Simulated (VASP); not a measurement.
# LiTiB4 (P6/mmm) in VASP: a series of runs

Aim: see how the results for LiTiB4 move with the level of theory and the settings. Levels: LDA, PBE. Tasks: relaxation of cell and atoms.

Everything below comes from runs of VASP 6.6.1. Logs are shortened: lines on timing, memory, paths and dates and some standing lists are left out, and cuts for length are marked.

### 1 Starting point

It takes space group P6/mmm (No. 191, hexagonal). Conventional cell: a = 3.021 Å, b = 3.021 Å, c = 6.761 Å, α = 90.00°, β = 90.00°, γ = 120.00°. Li (site symmetry 6/mmm) has 12 B at 2.51 Å as nearest neighbours. Ti (site symmetry 6/mmm) is surrounded by 12 B at 2.35 Å. Around B (site symmetry 3m) lie 3 B at 1.74 Å.

The cell was built by a generator and needn't be a form met in nature.

### 2 Relaxation of cell and atoms, LDA

File INCAR:

```
SYSTEM = LiTiB4
PREC = Accurate ; ENCUT = 600
EDIFF = 1E-6 ; ISMEAR = -1
SIGMA = 0.05 ; LREAL = .False.
LASPH = .True. ; NELM = 80
ALGO = Fast ; ISIF = 3
LWAVE = .False. ; LCHARG = .False.
IBRION = 2 ; NSW = 40
EDIFFG = -0.01
```

File KPOINTS:

```
regular mesh
0
Gamma
  7 7 3
  0 0 0
```

File POSCAR:

```
LiTiB4
1.0
    3.0209600000      0.0000000000      0.0000000000
   -1.5104800000      2.6162300000      0.0000000000
    0.0000000000      0.0000000000      6.7608500000
Li Ti B
1 1 4
Direct
    0.0000000000      0.0000000000      0.5000000000
    0.0000000000      0.0000000000      0.0000000000
    0.3333300000      0.6666700000      0.7673400000
    0.6666700000      0.3333300000      0.7673400000
    0.3333300000      0.6666700000      0.2326600000
    0.6666700000      0.3333300000      0.2326600000
```

Potentials or basis: VASP PAW LDA potentials, release 64 (Li_sv, Ti_sv, B).

Command:

```console
cat potpaw_LDA.64/Li_sv/POTCAR potpaw_LDA.64/Ti_sv/POTCAR potpaw_LDA.64/B/POTCAR > POTCAR
mpirun -np 1 vasp_std > vasp.out
```

OUTCAR:

```text
SYSTEM = LiTiB4
   PREC = Accurate
   ENCUT = 600
   EDIFF = 1E-6
   ISMEAR = -1
   LREAL = .False.
   LASPH = .True.
   NELM = 80
   ISIF = 3
   IBRION = 2
   NSW = 40
   EDIFFG = -0.01

 ion  position               nearest neighbor table
   1  0.000  0.000  0.500-
   2  0.000  0.000  0.000-   3 2.35   4 2.35   5 2.35   6 2.35   4 2.35   6 2.35   3 2.35   5 2.35
                             4 2.35   6 2.35   3 2.35   5 2.35
   3  0.333  0.667  0.767-   4 1.74   4 1.74   4 1.74   2 2.35   2 2.35   2 2.35
   4  0.667  0.333  0.767-   3 1.74   3 1.74   3 1.74   2 2.35   2 2.35   2 2.35
   5  0.333  0.667  0.233-   6 1.74   6 1.74   6 1.74   2 2.35   2 2.35   2 2.35
   6  0.667  0.333  0.233-   5 1.74   5 1.74   5 1.74   2 2.35   2 2.35   2 2.35

  LATTYP: Found a hexagonal cell.
 ALAT       =     3.0209600000
 C/A-ratio  =     2.2379806419

  Lattice vectors:

 A1 = (   3.0209600000,   0.0000000000,   0.0000000000)
 A2 = (  -1.5104800000,   2.6162300000,   0.0000000000)
 A3 = (   0.0000000000,   0.0000000000,   6.7608500000)

Analysis of symmetry for initial positions (statically):
=====================================================================
 Subroutine PRICEL returns:
 Original cell was already a primitive cell.

 Routine SETGRP: Setting up the symmetry group for a
 hexagonal supercell.

 Subroutine GETGRP returns: Found  8 space group operations
 (whereof  8 operations were pure point group operations)
 out of a pool of 24 trial point group operations.

The static configuration has the point symmetry D_2h.

Analysis of symmetry for dynamics (positions and initial velocities):
=====================================================================
 Subroutine PRICEL returns:
 Original cell was already a primitive cell.

 Routine SETGRP: Setting up the symmetry group for a
 hexagonal supercell.

 Subroutine GETGRP returns: Found  8 space group operations
 (whereof  8 operations were pure point group operations)
 out of a pool of 24 trial point group operations.

The dynamic configuration has the point symmetry D_2h.

 Subroutine INISYM returns: Found  8 space group operations
 (whereof  8 operations are pure point group operations),
 and found     1 'primitive' translations

----------------------------------------------------------------------------------------

                                     Primitive cell

  volume of cell :      53.4346

  direct lattice vectors                    reciprocal lattice vectors
[... 107 lines left out ...]
   NUPDOWN=      -1.0000    fix difference up-down
   EMIN   =  10.00;   EMAX   =-10.00  energy-range for DOS
   EFERMI =   0.00;   METHOD = LEGACY
   ISMEAR =    -1;   SIGMA  =   0.05  broadening in eV -4-tet -1-fermi 0-gaus
   EFERMI_NEDOS =   21; number of points for ismear=-14 and -15
   IALGO  =     68    algorithm
   IMIX   =      4    mixing-type and parameters
     AMIX     =   0.40;   BMIX     =  1.00
     AMIX_MAG =   1.60;   BMIX_MAG =  1.00
  volume/ion in A,a.u.               =       8.91        60.10
  Fermi-wavevector in a.u.,A,eV,Ry     =   1.303933  2.464077 23.133195  1.700242
  Thomas-Fermi vector in A             =   2.434902
   LORBIT       =      0    0 simple, 1 ext, 2 COOP (PROOUT), +10 PAW based schemes
   GGA     = CA    functional components
   LHFCALC =     F    Hartree Fock is set to
   AEXX    =    0.0000 exact exchange contribution
   IVDW    =     0    specifies the selected vdW correction
   LEPSILON=     F    determine dielectric tensor
   LRPA    =     F    only Hartree local field effects (RPA)
 conjugate gradient relaxation of ions
 non-spin polarized calculation
 RMM-DIIS sequential band-by-band and
  energy-cutoff  :      600.00
  volume of cell :       53.43
 maximum number of plane-waves:      1802
   NGX = 13   NGY = 13   NGZ = 27

--------------------------------------- Ionic step        1  -------------------------------------------

 number of electron      27.0000009 magnetization

 Free energy of the ion-electron system (eV)
  ---------------------------------------------------
  ext. energy  EPLUGINS =         0.00000000
  ---------------------------------------------------
  free energy    TOTEN  =       -43.78053784 eV

  energy without entropy =      -43.76445229  energy(sigma->0) =      -43.77249506

------------------------ aborting loop because EDIFF is reached ----------------------------------------

  FORCE on cell =-STRESS in cart. coord.  units (eV):
  Direction    XX          YY          ZZ          XY          YZ          ZX
  --------------------------------------------------------------------------------------
  -------------------------------------------------------------------------------------
  Total       -2.6383539     -2.6382249     -2.8772881      0.0001150      0.0000000      0.0000000
  in kB      -79.1081875    -79.1043197    -86.2723711      0.0034489      0.0000000      0.0000000
  external PRESSURE =     -81.4949594 kB  Pullay stress =       0.0000000 kB
[... 307 lines left out ...]
--------------------------------------- Ionic step        9  -------------------------------------------

 number of electron      27.0000002 magnetization

 Free energy of the ion-electron system (eV)
  ---------------------------------------------------
  ext. energy  EPLUGINS =         0.00000000
  ---------------------------------------------------
  free energy    TOTEN  =       -43.84829673 eV

  energy without entropy =      -43.83196829  energy(sigma->0) =      -43.84013251

 E-fermi :   6.5162     XC(G=0): -11.7932

 val. band max:        6.5078536194   @ k =   0.2857   0.1429   0.3333
 cond. band min:       6.6194410115   @ k =   0.2857  -0.0000   0.3333
 fundamental gap:      0.1115873921
 Fermi energy:         6.5161840791

 k-point     1 :       0.0000    0.0000    0.0000
  band No.  band energies     occupation
      1     -49.1821      2.00000
      2     -37.3213      2.00000
      3     -26.0956      2.00000
      4     -25.5526      2.00000
      5     -25.5526      2.00000
      6      -5.4957      2.00000
[... 457 lines left out ...]
      4     -25.7805      2.00000
      5     -25.6202      2.00000
      6      -4.2607      2.00000
[... 9 lines left out ...]
     16       9.3484      0.00000
     17       9.6215      0.00000

 [... further k-points ...]

------------------------ aborting loop because EDIFF is reached ----------------------------------------

  FORCE on cell =-STRESS in cart. coord.  units (eV):
  Direction    XX          YY          ZZ          XY          YZ          ZX
  --------------------------------------------------------------------------------------
  -------------------------------------------------------------------------------------
  Total       -0.0265218     -0.0270086      0.0136853     -0.0004216      0.0000000      0.0000000
  in kB       -0.8384677     -0.8538582      0.4326504     -0.0133276      0.0000000      0.0000000
  external PRESSURE =      -0.4198918 kB  Pullay stress =       0.0000000 kB
[... 21 lines left out ...]
  FREE ENERGIE OF THE ION-ELECTRON SYSTEM (eV)
  ---------------------------------------------------
  free  energy   TOTEN  =       -43.8482967261 eV

  energy  without entropy=      -43.8319682935  energy(sigma->0) =      -43.84013251

 reached required accuracy - stopping structural energy minimisation
```

CONTCAR:

```text
LiTiB4
   1.00000000000000
     2.9886196962050686    0.0000063459426062    0.0000000000000000
    -1.4943043523511315    2.5882255867771073    0.0000000000000000
     0.0000000000000000    0.0000000000000000    6.5517031951682867
  Li              Ti              B
     1     1     4
Direct
     0.0000000000000000    0.0000000000000000    0.5000000000000000
     0.0000000000000000    0.0000000000000000    0.0000000000000000
     0.3333348766771581    0.6666651233229183    0.7655080579190393
     0.6666651233228419    0.3333348766770818    0.7655080579190393
     0.3333348766771581    0.6666651233229183    0.2344919420809606
     0.6666651233228419    0.3333348766770818    0.2344919420809606

  0.00000000E+00  0.00000000E+00  0.00000000E+00
  0.00000000E+00  0.00000000E+00  0.00000000E+00
  0.00000000E+00  0.00000000E+00  0.00000000E+00
  0.00000000E+00  0.00000000E+00  0.00000000E+00
  0.00000000E+00  0.00000000E+00  0.00000000E+00
  0.00000000E+00  0.00000000E+00  0.00000000E+00
```

It took 7.1 min on 1 thread of Intel Xeon Platinum 8488C (Sapphire Rapids), shared host; peak memory 0.19 GiB.

What came out:

* Free energy: -43.8483 eV
* Relaxed volume: 8.45 Å³/atom
* Relaxed cell: a = 2.989 Å, b = 2.989 Å, c = 6.552 Å, α = 90.00°, β = 90.00°, γ = 120.00°
* Space group after relaxing (to 0.05 Å): P6/mmm (No. 191)
* Energy gained by relaxing: 11.3 meV/atom
* Ionic steps: 9
* Pressure after relaxing: 0.0 GPa
* Largest force after relaxing: 0.003 eV/Å
* Band gap on the k mesh: none (metal or under the smearing width)

Forces in eV/Å, atoms in the order of the input:
```
Li   0.000  0.000  0.000
Ti   0.000  0.000  0.000
B    0.000  0.000  0.003
B    0.000  0.000  0.003
B    0.000  0.000 -0.003
B    0.000  0.000 -0.003
```

Step by step:
| step | energy change (eV) | largest force (eV/Å) | pressure (GPa) | volume (Å³) |
| --- | --- | --- | --- | --- |
| 1 | 0.0000 | 0.2063 | -8.15 | 53.43 |
| 2 | -0.0372 | 0.1776 | 5.51 | 50.01 |
| 3 | -0.0590 | 0.0221 | -0.01 | 51.27 |
| 4 | -0.0643 | 0.0670 | -0.19 | 51.13 |
| 5 | -0.0649 | 0.0851 | -0.24 | 51.08 |
| 6 | -0.0662 | 0.0651 | -0.13 | 50.96 |
| 7 | -0.0677 | 0.0072 | 0.18 | 50.61 |
| 8 | -0.0677 | 0.0092 | -0.14 | 50.71 |
| 9 | -0.0678 | 0.0034 | -0.04 | 50.68 |

Final structure:
```cif
data_structure
_symmetry_space_group_name_H-M 'P 1'
_symmetry_Int_Tables_number 1
_cell_length_a 2.9886
_cell_length_b 2.9886
_cell_length_c 6.5517
_cell_angle_alpha 90.000
_cell_angle_beta 90.000
_cell_angle_gamma 120.000
_cell_volume 50.68
loop_
_atom_site_label
_atom_site_type_symbol
_atom_site_fract_x
_atom_site_fract_y
_atom_site_fract_z
_atom_site_occupancy
Li1 Li 0.00000 0.00000 0.50000 1
Ti1 Ti 0.00000 0.00000 0.00000 1
B1 B 0.33333 0.66667 0.76551 1
B2 B 0.66667 0.33333 0.76551 1
B3 B 0.33333 0.66667 0.23449 1
B4 B 0.66667 0.33333 0.23449 1
```

Levels at points of the mesh, in eV from the Fermi level:
```tsv
k point	band 11	band 12	band 13	band 14	band 15	band 16	band 17
(0.00, 0.00, 0.00)	-1.28	0.20	0.88	0.88	1.18	1.18	3.66
```

Caveat: the cutoff is under 1.25 times the usual one of these potentials, so pressure, stress and relaxed cells hold a basis-set (Pulay) error.

### 3 Relaxation of cell and atoms, PBE

Changes to INCAR since step 2:

```diff
@@ -7,3 +7,3 @@
 LWAVE = .False. ; LCHARG = .False.
-IBRION = 2 ; NSW = 40
-EDIFFG = -0.01
+GGA = PE ; IBRION = 2
+NSW = 40 ; EDIFFG = -0.01
```

KPOINTS is that of step 2.

POSCAR is that of step 2.

Potentials or basis: VASP PAW PBE potentials, release 64 (Li_sv, Ti_sv, B).

Command:

```console
cat potpaw_PBE.64/Li_sv/POTCAR potpaw_PBE.64/Ti_sv/POTCAR potpaw_PBE.64/B/POTCAR > POTCAR
mpirun -np 1 vasp_std > vasp.out
```

It took 4.2 min on 1 thread of Intel Xeon Platinum 8488C (Sapphire Rapids), shared host; peak memory 0.21 GiB.

It converged, with:

* Free energy: -39.7323 eV
* Relaxed volume: 8.88 Å³/atom
* Relaxed cell: a = 3.023 Å, b = 3.023 Å, c = 6.730 Å, α = 90.00°, β = 90.00°, γ = 120.00°
* Space group after relaxing (to 0.05 Å): P6/mmm (No. 191)
* Energy gained by relaxing: 0.1 meV/atom
* Ionic steps: 10
* Pressure after relaxing: 0.0 GPa
* Band gap on the k mesh: none (metal or under the smearing width)

Stress tensor (GPa, compression positive):
```
 0.06  0.00  0.00
 0.00  0.06  0.00
 0.00  0.00 -0.05
```

Step by step:
```csv
step,energy change (eV),largest force (eV/Å),pressure (GPa),volume (Å³)
1,0.0000,0.0011,0.00,53.43
2,-0.0005,0.0120,-0.25,53.43
3,-0.0005,0.0142,-0.28,53.43
4,-0.0006,0.0226,0.01,53.31
5,-0.0006,0.0237,0.12,53.28
6,-0.0006,0.0218,0.13,53.29
7,-0.0006,0.0216,0.10,53.30
8,-0.0006,0.0224,0.05,53.31
9,-0.0007,0.0136,0.06,53.29
10,-0.0008,0.0011,0.02,53.26
```

Final structure:
```
CELL_PARAMETERS angstrom
3.02284 0.00000 0.00000
-1.51142 2.61786 0.00000
0.00000 0.00000 6.73032
ATOMIC_POSITIONS crystal
Li 0.00000 0.00000 0.50000
Ti 0.00000 0.00000 0.00000
B 0.33333 0.66667 0.76673
B 0.66667 0.33333 0.76673
B 0.33333 0.66667 0.23327
B 0.66667 0.33333 0.23327
```

Levels at points of the mesh, in eV from the Fermi level:
```tsv
k point	band 11	band 12	band 13	band 14	band 15	band 16	band 17
(0.00, 0.00, 0.00)	-1.13	0.21	0.90	0.90	1.20	1.20	3.51
```

Caveat: the cutoff is under 1.25 times the usual one of these potentials, so pressure, stress and relaxed cells hold a basis-set (Pulay) error.
